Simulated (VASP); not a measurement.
Method: optB88-vdW, VASP's PBE PAW potentials (set 64) (plane waves; VASP).

VASP ran on this input.

### POSCAR
```
CeO2
1.0
  0.0000000000   2.6986545720   2.6986545720
  2.6986545720   0.0000000000   2.6986545720
  2.6986545720   2.6986545720   0.0000000000
Ce O
1 2
Direct
  0.0000000000   0.0000000000   0.0000000000
  0.2500000000   0.2500000000   0.2500000000
  0.7500000000   0.7500000000   0.7500000000
```

### INCAR
```
# general
SYSTEM    =  CeO2
PREC      =  Accurate
ENCUT     =  520
LREAL     =  .FALSE.
LASPH     =  .TRUE.

# electronic loop
EDIFF     =  1E-6
NELM      =  100
ALGO      =  Normal
LMAXMIX   =  6

# smearing
ISMEAR    =  0
SIGMA     =  0.05

# functional
GGA       =  BO
LUSE_VDW  =  .TRUE.
AGGAC     =  0.0
PARAM1    =  0.1833333333
PARAM2    =  0.22

# ions
IBRION    =  2
NSW       =  60
ISIF      =  3
EDIFFG    =  -0.02

# output
LWAVE     =  .FALSE.
LCHARG    =  .FALSE.
```

### KPOINTS
```
Automatic mesh
0
Gamma
7 7 7
0 0 0
```

POTCAR, in this order: Ce O (PBE.64 set). Program: vasp_std.

Output of the run:

File OSZICAR:
```
       N       E                     dE             d eps       ncg     rms          rms(c)
DAV:   1     0.228910659687E+03    0.22891E+03   -0.11736E+04   664   0.202E+03
DAV:   2     0.100092917626E+02   -0.21890E+03   -0.20840E+03   952   0.314E+02
DAV:   3    -0.247480229071E+02   -0.34757E+02   -0.28903E+02   792   0.141E+02
DAV:   4    -0.264089360042E+02   -0.16609E+01   -0.16607E+01  1016   0.339E+01
DAV:   5    -0.264729871724E+02   -0.64051E-01   -0.64043E-01  1000   0.604E+00    0.315E+01
DAV:   6    -0.240186822321E+02    0.24543E+01   -0.99318E+01   952   0.617E+01    0.277E+01
DAV:   7    -0.226426349819E+02    0.13760E+01   -0.19875E+02  1000   0.137E+02    0.225E+01
DAV:   8    -0.219455061024E+02    0.69713E+00   -0.38842E+00   736   0.218E+01    0.151E+01
DAV:   9    -0.205465655921E+02    0.13989E+01   -0.70824E+00   952   0.223E+01    0.205E+00
DAV:  10    -0.204942419418E+02    0.52324E-01   -0.28417E-01  1104   0.488E+00    0.132E+00
DAV:  11    -0.204737439137E+02    0.20498E-01   -0.43868E-02   968   0.198E+00    0.114E+00
DAV:  12    -0.204469836437E+02    0.26760E-01   -0.13208E-01   792   0.315E+00    0.731E-01
DAV:  13    -0.204491833984E+02   -0.21998E-02   -0.67036E-02  1120   0.239E+00    0.741E-01
DAV:  14    -0.204476513456E+02    0.15321E-02   -0.50050E-02   944   0.213E+00    0.295E-01
DAV:  15    -0.204471234501E+02    0.52790E-03   -0.14380E-02   896   0.117E+00    0.213E-01
DAV:  16    -0.204469116750E+02    0.21178E-03   -0.13896E-03   896   0.387E-01    0.473E-02
DAV:  17    -0.204469161338E+02   -0.44588E-05   -0.45815E-05  1056   0.435E-02    0.191E-02
DAV:  18    -0.204469131977E+02    0.29360E-05   -0.74122E-06   840   0.250E-02    0.981E-03
DAV:  19    -0.204469118648E+02    0.13329E-05   -0.46553E-06   672   0.217E-02    0.173E-03
DAV:  20    -0.204469117288E+02    0.13603E-06   -0.60018E-07   416   0.868E-03
   1 F= -.20446912E+02 E0= -.20446912E+02  d E =-.204469E+02
       N       E                     dE             d eps       ncg     rms          rms(c)
DAV:   1    -0.219336336265E+02   -0.14867E+01   -0.33683E+01   792   0.568E+01    0.185E+01
DAV:   2    -0.242195122556E+02   -0.22859E+01   -0.87754E+01   952   0.109E+02    0.124E+01
DAV:   3    -0.207696219200E+02    0.34499E+01   -0.84513E+00   928   0.259E+01    0.505E+00
DAV:   4    -0.206361175974E+02    0.13350E+00   -0.76936E+00   952   0.216E+01    0.692E+00
DAV:   5    -0.205548772590E+02    0.81240E-01   -0.68260E+00   952   0.230E+01    0.317E+00
DAV:   6    -0.204324607785E+02    0.12242E+00   -0.67964E-01   968   0.760E+00    0.804E-01
DAV:   7    -0.205606790091E+02   -0.12822E+00   -0.78251E-01   992   0.813E+00    0.308E+00
DAV:   8    -0.205024145566E+02    0.58264E-01   -0.63685E-02   952   0.243E+00    0.248E+00
DAV:   9    -0.204300964399E+02    0.72318E-01   -0.47067E-01   968   0.569E+00    0.455E-01
DAV:  10    -0.204329870404E+02   -0.28906E-02   -0.12041E-02   904   0.103E+00    0.688E-01
DAV:  11    -0.204310476156E+02    0.19394E-02   -0.53060E-03  1016   0.681E-01    0.353E-01
DAV:  12    -0.204303227910E+02    0.72482E-03   -0.12998E-02   952   0.915E-01    0.120E-01
DAV:  13    -0.204302420273E+02    0.80764E-04   -0.13870E-03   984   0.329E-01    0.220E-02
DAV:  14    -0.204302380023E+02    0.40250E-05   -0.79281E-05  1016   0.786E-02    0.606E-03
DAV:  15    -0.204302392963E+02   -0.12939E-05   -0.65742E-06   792   0.191E-02    0.130E-02
DAV:  16    -0.204302381511E+02    0.11452E-05   -0.36234E-06   704   0.182E-02    0.516E-03
DAV:  17    -0.204302378775E+02    0.27364E-06   -0.77688E-06   768   0.226E-02
   2 F= -.20430238E+02 E0= -.20430238E+02  d E =0.166739E-01
       N       E                     dE             d eps       ncg     rms          rms(c)
DAV:   1    -0.208576620723E+02   -0.42742E+00   -0.99999E+00   664   0.337E+01    0.914E+00
DAV:   2    -0.205865057292E+02    0.27116E+00   -0.29909E+00   944   0.174E+01    0.334E+00
DAV:   3    -0.205757586773E+02    0.10747E-01   -0.32746E+00   968   0.153E+01    0.352E+00
DAV:   4    -0.204765433081E+02    0.99215E-01   -0.55789E-01   952   0.688E+00    0.472E-01
DAV:   5    -0.204771201824E+02   -0.57687E-03   -0.10769E-01  1128   0.251E+00    0.628E-01
DAV:   6    -0.204747940179E+02    0.23262E-02   -0.13974E-02   912   0.105E+00    0.233E-01
DAV:   7    -0.204752485460E+02   -0.45453E-03   -0.58228E-04  1080   0.181E-01    0.273E-01
DAV:   8    -0.204751063593E+02    0.14219E-03   -0.72887E-03  1088   0.752E-01    0.782E-02
DAV:   9    -0.204750905331E+02    0.15826E-04   -0.40308E-04   920   0.197E-01    0.155E-02
DAV:  10    -0.204750898005E+02    0.73259E-06   -0.20622E-05  1096   0.345E-02    0.618E-03
DAV:  11    -0.204750901713E+02   -0.37088E-06   -0.46723E-06   744   0.184E-02
   3 F= -.20475090E+02 E0= -.20475090E+02  d E =-.281784E-01
```

File OUTCAR:
```
------------------------ aborting loop because EDIFF is reached ----------------------------------------
  FORCE on cell =-STRESS in cart. coord.  units (eV):
  Direction    XX          YY          ZZ          XY          YZ          ZX
  --------------------------------------------------------------------------------------
  Total       -0.0100651     -0.0100651     -0.0100651      0.0000000      0.0000000     -0.0000000
  in kB       -0.3962186     -0.3962186     -0.3962186      0.0000000      0.0000000     -0.0000000
  external PRESSURE =      -0.3962186 kB  Pullay stress =       0.0000000 kB
  volume of cell :       40.70
      direct lattice vectors                 reciprocal lattice vectors
     0.000000000  2.730158206  2.730158206    -0.183139570  0.183139570  0.183139570
     2.730158206  0.000000000  2.730158206     0.183139570 -0.183139570  0.183139570
     2.730158206  2.730158206 -0.000000000     0.183139570  0.183139570 -0.183139570
 POSITION                                       TOTAL-FORCE (eV/Angst)
 -----------------------------------------------------------------------------------
      0.00000      0.00000      0.00000        -0.000000      0.000000     -0.000000
      1.36508      1.36508      1.36508        -0.000000     -0.000000     -0.000000
      4.09524      4.09524      4.09524         0.000000      0.000000      0.000000
 -----------------------------------------------------------------------------------
    total drift:                                0.000000      0.000000      0.000000
  FREE ENERGIE OF THE ION-ELECTRON SYSTEM (eV)
  ---------------------------------------------------
  free  energy   TOTEN  =       -20.4750901713 eV

  energy  without entropy=      -20.4750901713  energy(sigma->0) =      -20.47509017

 reached required accuracy - stopping structural energy minimisation
```
(Selected blocks of OUTCAR.)

### CONTCAR
```
CeO2
   1.00000000000000
     0.0000000000000000    2.7301582063546319    2.7301582063546319
     2.7301582063546319    0.0000000000000000    2.7301582063546319
     2.7301582063546319    2.7301582063546319   -0.0000000000000000
  Ce              O
     1     2
Direct
     0.0000000000000000    0.0000000000000000    0.0000000000000000
     0.2500000000000000    0.2500000000000000    0.2500000000000000
     0.7500000000000000    0.7500000000000000    0.7500000000000000
```

Energy and stress use the plane-wave basis of the starting cell.

The compound is CeO2 in the fluorite structure. This run relaxes it. Symmetry was kept, so distortions that lower it aren't found. The start is the result of an earlier pass. The run is not spin-polarised, so no magnetic state was tried.
